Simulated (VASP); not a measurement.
Consider the following.

```yaml
crystal:
  lattice:
    - [4.51461, 0.00000, 0.00000]
    - [0.00000, 4.51461, 0.00000]
    - [0.00000, 0.00000, 4.51461]
  atoms:
    - { symbol: Cs, position: [0.00000, 0.00000, 0.00000] }
    - { symbol: I, position: [0.50000, 0.50000, 0.50000] }
```

All values below come from PBEsol GGA, VASP's PBE PAW potentials (set 64) (plane waves; VASP). Run with 400 eV cut-off, Gaussian smearing of 0.050 eV, potentials Cs_sv I.

Unless said otherwise, spin-orbit coupling is left out, though it shifts the bands of the heavy elements here.

Give the energies of bands 3 to 11 at the high-symmetry points, in eV from the valence-band maximum.

```tsv
band	Γ	X	M	R
3	-7.00	-7.14	-7.42	-7.28
4	-7.00	-6.92	-7.42	-7.28
5	-7.00	-6.92	-6.88	-7.28
6	-0.08	-1.69	-0.90	-1.43
7	-0.08	-0.27	-0.90	-1.43
8	-0.08	-0.27	0.00	-1.43
9	3.81	5.09	4.12	7.17
10	4.02	6.49	4.83	7.17
11	4.02	6.68	6.04	7.17
```

The gap is indirect, 3.81 eV, from the valence maximum at M to the conduction minimum at Γ.

The structure was generated: CsI was put into the CsCl type type (Pm-3m), which need not be its known phase. It was relaxed first, which changed the volume by -25 %.
